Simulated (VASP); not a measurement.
The cell holds one TiN (rock salt) (100) slab, with vacuum along c, ions free to move until forces fall under 0.03 eV/Å, no reconstruction beyond this cell, dipole correction on.

```
CELL_PARAMETERS angstrom
      2.97432     0.00000     0.00000
      0.00000     2.97432     0.00000
      0.00000     0.00000    27.49983
ATOMIC_POSITIONS crystal
  Ti 0.00000 0.50000 0.31356
  Ti 0.50000 0.00000 0.38637
  Ti 0.00000 0.50000 0.46079
  Ti 0.50000 0.00000 0.53921
  Ti 0.00000 0.50000 0.61363
  Ti 0.50000 0.00000 0.68644
  N  0.00000 0.50000 0.38501
  N  0.50000 0.00000 0.30698
  N  0.00000 0.50000 0.53740
  N  0.50000 0.00000 0.46260
  N  0.00000 0.50000 0.69302
  N  0.50000 0.00000 0.61499
```

Level of theory: PBEsol GGA, VASP's PBE PAW potentials (set 64) (plane waves; VASP). Numerical set-up: 450 eV cut-off, 9×9×1 Γ-centred mesh, first-order Methfessel-Paxton smearing of 0.10 eV, potentials Ti_sv N.

Slab and bulk use different k-meshes, so the surface energy is good to a few per cent at best.

### Question
Predict its surface energy, work function, band gap (on the k-mesh).

### Answer

```yaml
surface_energy: 1.45 J/m^2
work_function: 3.05 eV
band gap (on the k-mesh): none (metal, semimetal or under 0.01 eV)
```

The cell is a thin slab with vacuum, built from TiN (rock salt): (100) face.
